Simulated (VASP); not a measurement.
Level of theory: PBE GGA, VASP's PBE PAW potentials (set 64) (plane waves; VASP).

VASP ran on this input.

**INCAR**
```
# general
SYSTEM   =  FeNi3
PREC     =  Accurate
ENCUT    =  300
LREAL    =  F
LASPH    =  T

# electronic loop
EDIFF    =  1E-6
NELM     =  100
ALGO     =  Normal
LMAXMIX  =  4

# smearing
ISMEAR   =  -1
SIGMA    =  0.136

# functional
GGA      =  PE

# spin
ISPIN    =  2

# ions
ISIF     =  2

# output
LWAVE    =  F
LCHARG   =  F
LORBIT   =  11
```

File KPOINTS:
```
Automatic
0
G
9 9 9
```

POSCAR:
```
FeNi3
1
    3.4973190000     0.0000000000     0.0000000000
    0.0000000000     3.4973190000     0.0000000000
    0.0000000000     0.0000000000     3.4973190000
Fe Ni
1 3
Direct
  0.0000000000   0.0000000000   0.0000000000
  0.0000000000   0.5000000000   0.5000000000
  0.5000000000   0.0000000000   0.5000000000
  0.5000000000   0.5000000000   0.0000000000
```

POTCAR, in this order: Fe Ni (PBE.64 set). Program: vasp_std. The INCAR's line for the spin-polarised start is left out here.

At this cut-off the stress carries a Pulay error, which pulls relaxed volumes low. The run has a spin-polarised start.

Task: Predict the energy per atom (σ→0), cell moment, pressure, band gap (on the k-mesh).

Result: 
```json
{
 "energy per atom (σ→0)": "-602.7 kJ/mol-atom",
 "cell_moment": "4.63 μB",
 "band gap (on the k-mesh)": "none (metal, semimetal or under 0.01 eV)",
 "pressure": "8.07 GPa"
}
```

**OSZICAR**
```
...
DAV:  10    -0.250937427541E+02    0.23466E-01   -0.42324E-02  6292   0.381E+00    0.727E-01
DAV:  11    -0.250920682509E+02    0.16745E-02   -0.63002E-03  4672   0.803E-01    0.356E-01
DAV:  12    -0.250915720208E+02    0.49623E-03   -0.78773E-04  4924   0.707E-01    0.809E-02
DAV:  13    -0.250915777020E+02   -0.56812E-05   -0.25969E-04  6120   0.214E-01    0.671E-02
DAV:  14    -0.250915641164E+02    0.13586E-04   -0.43637E-05  4612   0.146E-01    0.167E-02
DAV:  15    -0.250915628809E+02    0.12355E-05   -0.40593E-06  3880   0.282E-02    0.109E-02
DAV:  16    -0.250915621259E+02    0.75499E-06   -0.62216E-07  2096   0.185E-02
   1 F= -.25091562E+02 E0= -.24986767E+02  d E =-.209590E+00  mag=     4.6313
```

The structure comes from a computed database's FeNi3 entry; how it stands against other phases isn't given here. The cell was not relaxed at this level, and its volume differs by -5.9 % from the start's.
